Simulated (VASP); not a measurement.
VASP input:

File KPOINTS:
```
Automatic mesh
0
Gamma
6 6 3
0 0 0
```

### POSCAR
```
MgTe
1
    2.2697725893    -3.9313618563     0.0000000000
    2.2697725893     3.9313618563     0.0000000000
    0.0000000000     0.0000000000     7.3866406057
Mg Te
2 2
Direct
  0.6666670000   0.3333330000   0.4998283485
  0.3333330000   0.6666670000   0.9998283485
  0.6666670000   0.3333330000   0.8761716515
  0.3333330000   0.6666670000   0.3761716515
```

### INCAR
```
# general
SYSTEM   =  MgTe
PREC     =  Accurate
ENCUT    =  520   # plane-wave cut-off (eV)
LREAL    =  .FALSE.   # projection in real space or not
LASPH    =  .TRUE.

# electronic loop
EDIFF    =  1E-7   # SCF stop (eV)
NELM     =  100   # most electronic steps
ALGO     =  Normal   # blocked Davidson
LMAXMIX  =  4

# smearing
ISMEAR   =  0
SIGMA    =  0.05   # width (eV)

# functional
GGA      =  PE   # PBE
IVDW     =  12

# ions
IBRION   =  2
NSW      =  30
ISIF     =  4
EDIFFG   =  -0.01   # ionic stop

# output
LWAVE    =  .FALSE.
LCHARG   =  .FALSE.
```

POTCAR, in this order: Mg Te (PBE.64 set). Program: vasp_std.

Q: Write an equivalent input for Quantum ESPRESSO's pw.x.

A: One equivalent input (not run):
```
&CONTROL
  calculation = 'vc-relax'
  pseudo_dir = './pseudo'
  outdir = './out'
  tprnfor = .true.
  tstress = .true.
  nstep = 30
  forc_conv_thr = 0.00039
/
&SYSTEM
  ibrav = 0
  nat = 4
  ntyp = 2
  ecutwfc = 84
  occupations = 'smearing'
  smearing = 'gaussian'
  degauss = 0.003675
  input_dft = 'pbe'
  vdw_corr = 'grimme-d3'
  dftd3_version = 4
  dftd3_threebody = .false.
/
&ELECTRONS
  conv_thr = 7.3e-09
  electron_maxstep = 100
/
&IONS
/
&CELL
  cell_dofree = 'shape'
/
ATOMIC_SPECIES
  Mg 24.305 Mg.upf
  Te 127.600 Te.upf
CELL_PARAMETERS angstrom
     2.2697726   -3.9313619    0.0000000
     2.2697726    3.9313619    0.0000000
     0.0000000    0.0000000    7.3866406
ATOMIC_POSITIONS crystal
  Mg   0.6666670  0.3333330  0.4998283
  Mg   0.3333330  0.6666670  0.9998283
  Te   0.6666670  0.3333330  0.8761717
  Te   0.3333330  0.6666670  0.3761717
K_POINTS automatic
  6 6 3 0 0 0
```
What does not carry over: the potentials are each code's own (VASP's PAW set, PseudoDojo norm-conserving files in pw.x), so ENCUT and ecutwfc are chosen apart and not converted; conv_thr bounds pw.x's estimated SCF error, while EDIFF bounds the energy change between steps; forc_conv_thr acts on force components and is met together with etot_conv_thr.

The compound is MgTe in the wurtzite structure. It was relaxed first.
